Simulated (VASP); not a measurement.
A convergence study with VASP on CaS (rock salt): one setting is varied, all else stays as given below, so the limit is that of these other settings.

```
CELL_PARAMETERS angstrom
      0.00000     2.84500     2.84500
      2.84500     0.00000     2.84500
      2.84500     2.84500     0.00000
ATOMIC_POSITIONS crystal
  Ca 0.00000 0.00000 0.00000
  S  0.50000 0.50000 0.50000
```

Level of theory: PBE GGA, VASP's PBE PAW potentials (set 64) (plane waves; VASP 6.6.1). The tightest run used: 550 eV cut-off, 17×17×17 Γ-centred mesh, Gaussian smearing of 0.050 eV, potentials Ca_sv S.

```
setting     E (eV/atom)  pressure (GPa)  irreducible k-points
----------  -----------  --------------  --------------------
1×1×1 mesh      -0.6296           36.95                     1
2×2×2 mesh      -4.8869            4.01                     3
3×3×3 mesh      -5.1486            1.32                     4
```

Problem. These are the cheaper rows. Estimate the results at 17×17×17 mesh, and how far the last row shown lies from them.

Solution. 
```csv
quantity,tightest run,last row shown is off by
E (eV/atom),-5.1818,0.0332
pressure (GPa),0.84,0.48
```

Left out are rungs that failed or repeat a setting and relaxations that didn't move; long series are thinned to 24 rows.

The compound is CaS in the rock salt structure. The cell was not relaxed at this level.
